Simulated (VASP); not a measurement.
Write the native input for VASP 6.6.1 that does the following.

```yaml
Task: single point
Functional: PBE
Potentials_or_basis: VASP PAW PBE potentials, release 64 (H, Hg)
Cutoff: 520 eV
k_mesh: 6 × 6 × 6, shifted
Occupations: gaussian, width 0.1516 eV
Spin: no spin polarisation
Dipole_correction: no
Further_INCAR_settings: ALGO = Normal; EDIFF = 1e-07; NBANDS = 14
```

The structure of HgH lies in POSCAR:

```
HgH
1.0
    3.1143500000      0.0000000000      0.0000000000
    0.0000000000      3.1143500000      0.0000000000
    0.0000000000      0.0000000000      3.1143500000
H Hg
1 1
Direct
    0.5000000000      0.5000000000      0.5000000000
    0.0000000000      0.0000000000      0.0000000000
```

The cell was built by a generator and needn't be a form met in nature.

One way to write it, as run:

INCAR

```
SYSTEM = HgH
PREC = Accurate
ENCUT = 520
EDIFF = 1E-7
ISMEAR = 0
SIGMA = 0.1516
LREAL = .False.
LASPH = .True.
NELM = 80
ALGO = Normal
ISIF = 2
LWAVE = .False.
LCHARG = .False.
GGA = PE
NBANDS = 14
```

KPOINTS

```
Automatic mesh
0
Gamma
  6 6 6
  0.5 0.5 0.5
```

Potentials or basis: VASP PAW PBE potentials, release 64 (H, Hg).

Run with:

```console
$ cat potpaw_PBE.64/H/POTCAR potpaw_PBE.64/Hg/POTCAR > POTCAR
$ mpirun -np 1 vasp_std > vasp.out
```

It gave:

* Pressure: -1.5 GPa
* Band gap on the k mesh: none (metal or under the smearing width)

It took 2.1 s on 1 thread of Intel(R) Xeon(R) 6975P-C (Granite Rapids) (shared host), peak memory 0.13 GiB.
